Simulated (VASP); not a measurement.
Cd: equilibrium volume by level of theory

It takes space group P6_3/mmc (No. 194, hexagonal). Conventional cell: a = 2.979 Å, b = 2.979 Å, c = 5.618 Å, α = 90.00°, β = 90.00°, γ = 120.00°. Around Cd (site symmetry -6m2) lie 12 Cd at 2.98 to 3.29 Å.

```csv
rung,level,program and potentials,cutoff (eV),k mesh,smearing,equilibrium volume (Å³/atom),notes
LDA,LDA,"VASP, LDA PAW files Cd, 600 eV",600,15 × 15 × 7,methfessel-paxton 0.1,20.28,-
GGA,PBE,"VASP, PBE PAW files Cd, 600 eV",600,15 × 15 × 7,methfessel-paxton 0.1,23.04,-
GGA + dispersion,PBE+D3(BJ),"VASP, PBE PAW files Cd, 600 eV",600,15 × 15 × 7,methfessel-paxton 0.1,21.45,-
GGA,PBEsol,"VASP, PBE PAW files Cd, 600 eV",600,15 × 15 × 7,methfessel-paxton 0.1,21.19,potentials made for PBE
GGA,RPBE,"VASP, PBE PAW files Cd, 600 eV",600,15 × 15 × 7,methfessel-paxton 0.1,24.34,potentials made for PBE
meta-GGA,r2SCAN,"VASP, PBE PAW files Cd, 600 eV",600,15 × 15 × 7,methfessel-paxton 0.1,22.12,potentials made for PBE
```

Task: relaxation of cell and atoms. All rows: no spin polarisation. Smearing widths are in eV. For a metal such meshes aren't converged. Meshes are those of the run's cell of 2 atoms unless a note names another. Relaxations start from the cell shown or near it and stop with a little pressure left. Runs on faulty files, with rough fits or with known faults for this quantity aren't shown. No row holds spin-orbit coupling.

By rung: LDA 20.28; GGA 21.19 to 24.34; GGA + dispersion 21.45; meta-GGA 22.12 (Å³/atom).
